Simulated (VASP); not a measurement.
VASP runs on SiMo (space group P6_3/mmc) share one base input (PBE GGA, plane waves, VASP's PBE PAW potentials (set 64)) and change the settings named in each case.

### POSCAR
```
SiMo
1
    3.9897570000     0.0000000000     0.0000000000
   -1.9948780000     3.4552310000     0.0000000000
    0.0000000000     0.0000000000     5.5607440000
Mo Si
2 2
Direct
  0.0000000000   0.0000000000   0.0000000000
  0.0000000000   0.0000000000   0.5000000000
  0.3333330000   0.6666670000   0.2500000000
  0.6666670000   0.3333330000   0.7500000000
```

INCAR:
```
ALGO  =  Normal
EDIFF  =  1E-6
ENCUT  =  300
GGA  =  PE
ISIF  =  2
ISMEAR  =  0
LASPH  =  T
LCHARG  =  F
LMAXMIX  =  4
LREAL  =  F
LWAVE  =  F
NELM  =  100
PREC  =  Accurate
SIGMA  =  0.2
SYSTEM  =  SiMo
```

File KPOINTS:
```
Automatic mesh
0
Gamma
7 7 4
0 0 0
```

POTCAR, in this order: Mo_sv Si (PBE.64 set). Program: vasp_std.

| change | E(σ→0) (eV/atom) | pressure (GPa) | −TS (eV) |
|---|---|---|---|
| base run | -7.8240 | -16.05 | -0.0902 |
| GGA = PS | -8.3624 | -19.73 | -0.0913 |
| GGA_COMPAT = .FALSE., LNONCOLLINEAR = .TRUE., LSORBIT = .TRUE., MAGMOM = 0.0 0.0 0.0 0.0 0.0 0.0 0.0 0.0 0.0 0.0 0.0 0.0, program vasp_ncl | -7.8764 | -15.98 | -0.0884 |
| KPOINTS 5×5×4 Γ-centred mesh | -7.8222 | -16.01 | -0.0968 |
 Energies of different potentials or functionals have different zeros.  At 300 eV the pressure can carry a Pulay error.

Left out are runs that ran out of time, are held back, or changed the cell or the kind of run, fixed moments of cells without a moment, rows past the twelfth, gaps on odd meshes, pressures of charged cells and columns that move by less than the noise.

The structure was generated: SiMo was put into an ordered model structure, which need not be its known phase. The cell was not relaxed at this level.
